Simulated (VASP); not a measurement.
```
CELL_PARAMETERS angstrom
      0.00000     2.66390     2.66390
      2.66390     0.00000     2.66390
      2.66390     2.66390     0.00000
ATOMIC_POSITIONS crystal
  Cd 0.00000 0.00000 0.00000
  F  0.25000 0.25000 0.25000
  F  0.75000 0.75000 0.75000
```

Method: PBE GGA, VASP's PBE PAW potentials (set 64) (plane waves; VASP). Run with 600 eV cut-off, 8×8×8 Γ-centred mesh, Gaussian smearing of 0.050 eV, potentials Cd F.

### Question
Give the stress tensor in GPa (positive for a compressed cell).

### Answer

```
10.50   0.00   0.00
 0.00  10.50   0.00
 0.00   0.00  10.50
```
The pressure is its mean diagonal, 10.50 GPa.

The compound is CdF2 in the fluorite structure. This cell was strained or had an atom moved on purpose.
